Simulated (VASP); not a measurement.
# AlCd (R-3m) in VASP: reference runs

How does AlCd come out in PBE? The cell is run as given.

Everything below comes from runs of VASP 6.6.1. Logs are shortened: lines on timing, memory, paths and dates and some standing lists are left out, and cuts for length are marked.

**1. The crystal as given**

The structure is trigonal, space group R-3m (No. 166). The conventional cell has a = 3.789 Å, b = 3.789 Å, c = 9.433 Å, α = 90.00°, β = 90.00°, γ = 120.00°. Around Al (site symmetry -3m) lie 6 Cd at 2.69 Å. Cd (site symmetry -3m) has 6 Al at 2.69 Å as nearest neighbours.

The cell was built by a generator and needn't be a form met in nature.

**2. Single point, PBE**

INCAR

```
PREC = Accurate ; ENCUT = 520
EDIFF = 1E-7 ; ISMEAR = -1
SIGMA = 0.05 ; LREAL = F
LASPH = T ; NELM = 80
ALGO = Normal ; ISIF = 2
LWAVE = F ; LCHARG = T
GGA = PE ; LELF = T
LVHAR = T ; NBANDS = 14
```

KPOINTS

```
regular mesh
0
Gamma
  9 9 9
```

POSCAR

```
AlCd
1.0
    1.8946941800      1.0939021900      3.1443819500
   -1.8946941800      1.0939021900      3.1443819500
    0.0000000000     -2.1878043900      3.1443819500
Al Cd
1 1
Direct
    0.5000000000      0.5000000000      0.5000000000
    0.0000000000      0.0000000000      0.0000000000
```

Potentials or basis: VASP PAW PBE potentials, release 64 (Al, Cd).

On the command line:

```sh
$ cat potpaw_PBE.64/Al/POTCAR potpaw_PBE.64/Cd/POTCAR > POTCAR
$ mpirun -np 1 vasp_std > vasp.out
```

OUTCAR:

```text
PREC = Accurate
   ENCUT = 520
   EDIFF = 1E-7
   ISMEAR = -1
   LREAL = F
   LASPH = T
   NELM = 80
   ISIF = 2
   GGA = PE

 ion  position               nearest neighbor table
   1  0.500  0.500  0.500-   2 2.69   2 2.69   2 2.69   2 2.69   2 2.69   2 2.69
   2  0.000  0.000  0.000-   1 2.69   1 2.69   1 2.69   1 2.69   1 2.69   1 2.69

  LATTYP: Found a trigonal (rhomboedric) cell.
 ALAT       =     3.8306169065
 COS(alpha) =     0.5107049799

  Lattice vectors:

 A1 = (   1.8946941800,   1.0939021900,   3.1443819500)
 A2 = (  -1.8946941800,   1.0939021900,   3.1443819500)
 A3 = (   0.0000000000,  -2.1878043900,   3.1443819500)

Analysis of symmetry for initial positions (statically):
=====================================================================
 Subroutine PRICEL returns:
 Original cell was already a primitive cell.

 Routine SETGRP: Setting up the symmetry group for a
 trigonal (rhombohedral) supercell.

 Subroutine GETGRP returns: Found 12 space group operations
 (whereof 12 operations were pure point group operations)
 out of a pool of 12 trial point group operations.

The static configuration has the point symmetry D_3d.

Analysis of symmetry for dynamics (positions and initial velocities):
=====================================================================
 Subroutine PRICEL returns:
 Original cell was already a primitive cell.

 Routine SETGRP: Setting up the symmetry group for a
 trigonal (rhombohedral) supercell.

 Subroutine GETGRP returns: Found 12 space group operations
 (whereof 12 operations were pure point group operations)
 out of a pool of 12 trial point group operations.

The dynamic configuration has the point symmetry D_3d.

 Subroutine INISYM returns: Found 12 space group operations
 (whereof 12 operations are pure point group operations),
 and found     1 'primitive' translations

----------------------------------------------------------------------------------------

                                     Primitive cell

  volume of cell :      39.1025

  direct lattice vectors                    reciprocal lattice vectors
     1.894694180  1.093902190  3.144381950     0.263894831  0.152359752  0.106009174
    -1.894694180  1.093902190  3.144381950    -0.263894831  0.152359752  0.106009174
     0.000000000 -2.187804390  3.144381950     0.000000000 -0.304719504  0.106009174

  length of vectors
     3.830616907  3.830616907  3.830616908     0.322632795  0.322632795  0.322632796

  position of ions in fractional coordinates (direct lattice)
     0.500000000  0.500000000  0.500000000
     0.000000000  0.000000000  0.000000000

  ion indices of the primitive-cell ions
   primitive index   ion index
                 1           1
                 2           2

----------------------------------------------------------------------------------------

 KPOINTS: regular mesh

Automatic generation of k-mesh.
 Grid dimensions read from file:
 generate k-points for:    9    9    9

 Generating k-lattice:

  Cartesian coordinates                     Fractional coordinates (reciprocal lattice)
     0.029321648  0.016928861  0.011778797     0.111111111  0.000000000  0.000000000
    -0.029321648  0.016928861  0.011778797     0.000000000  0.111111111  0.000000000
     0.000000000 -0.033857723  0.011778797     0.000000000  0.000000000  0.111111111

  Length of vectors
     0.035848088  0.035848088  0.035848088

  Shift w.r.t. Gamma in fractional coordinates (k-lattice)
     0.000000000  0.000000000  0.000000000

 Subroutine IBZKPT returns following result:
 ===========================================

 Found     85 irreducible k-points:

 Following reciprocal coordinates:
            Coordinates               Weight
  0.000000  0.000000  0.000000      1.000000
  0.111111 -0.000000 -0.000000      6.000000
  0.222222  0.000000 -0.000000      6.000000
  0.333333 -0.000000 -0.000000      6.000000
  0.444444  0.000000 -0.000000      6.000000
  0.111111  0.111111 -0.000000      6.000000
[... 16 lines left out ...]
 -0.333333  0.333333  0.000000      6.000000
  0.444444  0.444444 -0.000000      6.000000
 [... further k-points ...]
   k-points           NKPTS =     85   k-points in BZ     NKDIM =     85   number of bands    NBANDS=     14
   number of dos      NEDOS =    301   number of ions     NIONS =      2
   total plane-waves  NPLWV =  21952
   dimension x,y,z NGX =    28 NGY =   28 NGZ =   28
   dimension x,y,z NGXF=    56 NGYF=   56 NGZF=   56
   ions per type =               1   1
   NGX,Y,Z   is equivalent  to a cutoff of  12.15, 12.15, 12.15 a.u.
   NGXF,Y,Z  is equivalent  to a cutoff of  24.30, 24.30, 24.30 a.u.
 SYSTEM =  unknown system
   PREC   = accura    normal or accurate (medium, high low for compatibility)
   ISTART =      0    job   : 0-new  1-cont  2-samecut
   ICHARG =      2    charge: 1-file 2-atom 10-const
   ISPIN  =      1    spin polarized calculation?
   LNONCOLLINEAR =      F non collinear calculations
   LSORBIT =      F    spin-orbit coupling
   LASPH  =      T    aspherical Exc in radial PAW
   ENCUT  =  520.0 eV  38.22 Ry    6.18 a.u.   7.12  7.12  7.12*2*pi/ulx,y,z
   NELM   =     80;   NELMIN=  2; NELMDL= -5     # of ELM steps
   EDIFF  = 0.1E-06   stopping-criterion for ELM
   LREAL  =      F    real-space projection
   EDIFFG = 0.1E-05   stopping-criterion for IOM
   NSW    =      0    number of steps for IOM
   IBRION =     -1    ionic relax: 0-MD 1-quasi-New 2-CG
   NFREE  =      0    steps in history (QN), initial steepest desc. (CG)
   ISIF   =      2    stress and relaxation
   ISYM   =      2    0-nonsym 1-usesym 2-fastsym
   POTIM  = 0.5000    time-step for ionic-motion
   TEBEG  =    0.0;   TEEND  =   0.0 temperature during run
   PSTRESS=    0.0 pullay stress
   NELECT =      15.0000    total number of electrons
   NUPDOWN=      -1.0000    fix difference up-down
   EMIN   =  10.00;   EMAX   =-10.00  energy-range for DOS
   EFERMI =   0.00;   METHOD = LEGACY
   ISMEAR =    -1;   SIGMA  =   0.05  broadening in eV -4-tet -1-fermi 0-gaus
   EFERMI_NEDOS =   21; number of points for ismear=-14 and -15
   IALGO  =     38    algorithm
   IMIX   =      4    mixing-type and parameters
     AMIX     =   0.40;   BMIX     =  1.00
     AMIX_MAG =   1.60;   BMIX_MAG =  1.00
  volume/ion in A,a.u.               =      19.55       131.94
  Fermi-wavevector in a.u.,A,eV,Ry     =   1.189517  2.247861 19.251562  1.414950
  Thomas-Fermi vector in A             =   2.325622
   LORBIT       =      0    0 simple, 1 ext, 2 COOP (PROOUT), +10 PAW based schemes
   GGA     = PE    functional components
   LHFCALC =     F    Hartree Fock is set to
   AEXX    =    0.0000 exact exchange contribution
   IVDW    =     0    specifies the selected vdW correction
   LEPSILON=     F    determine dielectric tensor
   LRPA    =     F    only Hartree local field effects (RPA)
 non-spin polarized calculation
  energy-cutoff  :      520.00
  volume of cell :       39.10
 maximum number of plane-waves:      1062
   NGX = 15   NGY = 15   NGZ = 15

 number of electron      15.0000007 magnetization

 Free energy of the ion-electron system (eV)
  ---------------------------------------------------
  ext. energy  EPLUGINS =         0.00000000
  ---------------------------------------------------
  free energy    TOTEN  =        -3.58512781 eV

  energy without entropy =       -3.57815580  energy(sigma->0) =       -3.58164181

 E-fermi :   4.7678     XC(G=0): -10.5179

 val. band max:        4.7664979603   @ k =  -0.4444  -0.4444   0.3333
 cond. band min:       4.8072471923   @ k =   0.4444   0.4444  -0.0000
 fundamental gap:      0.0407492320
 Fermi energy:         4.7678324713

 k-point     1 :       0.0000    0.0000    0.0000
  band No.  band energies     occupation
      1      -4.9311      2.00000
      2      -4.4443      2.00000
      3      -4.4443      2.00000
      4      -4.3920      2.00000
      5      -4.3719      2.00000
      6      -4.3719      2.00000
      7       8.3435      0.00000
      8       8.6349      0.00000
      9       8.6349      0.00000
     10      12.5640      0.00000
     11      12.8548      0.00000
     12      12.8548      0.00000
     13      13.8204      0.00000
     14      13.8558      0.00000

 k-point     2 :       0.1111   -0.0000   -0.0000
  band No.  band energies     occupation
      1      -4.7380      2.00000
      2      -4.4592      2.00000
      3      -4.4549      2.00000
      4      -4.3746      2.00000
      5      -4.3636      2.00000
      6      -4.3495      2.00000
      7       7.2640      0.00000
      8       8.3494      0.00000
      9       8.5901      0.00000
     10      11.9954      0.00000
     11      12.8350      0.00000
     12      13.0761      0.00000
     13      14.2051      0.00000
     14      14.2701      0.00000

 k-point     3 :       0.2222    0.0000   -0.0000
  band No.  band energies     occupation
      1      -4.5059      2.00000
      2      -4.5002      2.00000
      3      -4.4946      2.00000
      4      -4.2938      2.00000
      5      -4.2784      2.00000
      6      -4.0216      2.00000
      7       4.8647      0.25186
      8       8.3385      0.00000
      9       8.5482      0.00000
     10      11.2258      0.00000
     11      12.0547      0.00000
     12      12.1294      0.00000
     13      14.2204      0.00000
     14      14.3399      0.00000
[... 324 lines left out ...]
 k-point    23 :      -0.3333    0.3333    0.0000
  band No.  band energies     occupation
      1      -4.8287      2.00000
      2      -4.4664      2.00000
      3      -4.4088      2.00000
      4      -4.2670      2.00000
      5      -4.1229      2.00000
      6       0.1447      2.00000
      7       1.7111      2.00000
      8       2.3390      2.00000
      9       6.2700      0.00000
     10       8.3681      0.00000
     11      13.9696      0.00000
     12      14.0464      0.00000
     13      15.3759      0.00000
     14      15.9460      0.00000

 k-point    24 :       0.4444    0.4444   -0.0000
  band No.  band energies     occupation
      1      -5.0663      2.00000
      2      -4.5747      2.00000
      3      -4.3176      2.00000
      4      -4.0615      2.00000
      5      -4.0582      2.00000
      6      -0.3001      2.00000
      7       2.1878      2.00000
      8       4.8072      0.62507
      9       5.0078      0.01635
     10       6.3723      0.00000
     11       9.1166      0.00000
     12      18.6106      0.00000
     13      18.6186      0.00000
     14      19.2969      0.00000

 [... further k-points ...]

------------------------ aborting loop because EDIFF is reached ----------------------------------------

  FORCE on cell =-STRESS in cart. coord.  units (eV):
  Direction    XX          YY          ZZ          XY          YZ          ZX
  --------------------------------------------------------------------------------------
  -------------------------------------------------------------------------------------
  Total        2.7227909      2.7227909      2.6686771      0.0000000     -0.0000000      0.0000000
  in kB      111.5631344    111.5631341    109.3458874      0.0000000     -0.0000001      0.0000000
  external PRESSURE =     110.8240520 kB  Pullay stress =       0.0000000 kB

 VOLUME and BASIS-vectors are now :
 -----------------------------------------------------------------------------
  energy-cutoff  :      520.00
  volume of cell :       39.10
      direct lattice vectors                 reciprocal lattice vectors
     1.894694180  1.093902190  3.144381950     0.263894831  0.152359752  0.106009174
    -1.894694180  1.093902190  3.144381950    -0.263894831  0.152359752  0.106009174
     0.000000000 -2.187804390  3.144381950     0.000000000 -0.304719504  0.106009174

 POSITION                                       TOTAL-FORCE (eV/Angst)
 -----------------------------------------------------------------------------------
      0.00000     -0.00000      4.71657        -0.000000      0.000000      0.000000
      0.00000      0.00000      0.00000         0.000000      0.000000     -0.000000
 -----------------------------------------------------------------------------------
    total drift:                                0.000000      0.000000     -0.000000

  FREE ENERGIE OF THE ION-ELECTRON SYSTEM (eV)
  ---------------------------------------------------
  free  energy   TOTEN  =        -3.5851278070 eV

  energy  without entropy=       -3.5781558044  energy(sigma->0) =       -3.58164181
```

Run time: 26 s. Hardware: 1 thread of AMD EPYC 9R14 (Zen 4), shared host; peak memory 0.15 GiB.

What came out:

| Property | Result |
| --- | --- |
| Free energy | -3.5851 eV |
| Pressure | 11.1 GPa |
| Band gap on the k mesh | none (metal or under the smearing width) |

Stress tensor (GPa, compression positive):
```
11.16  0.00  0.00
 0.00 11.16  0.00
 0.00  0.00 10.93
```

Levels at points of the mesh, in eV from the Fermi level:
```csv
k point,band 4,band 5,band 6,band 7,band 8,band 9,band 10,band 11
"(0.00, 0.00, 0.00)",-9.16,-9.14,-9.14,3.58,3.87,3.87,7.80,8.09
```
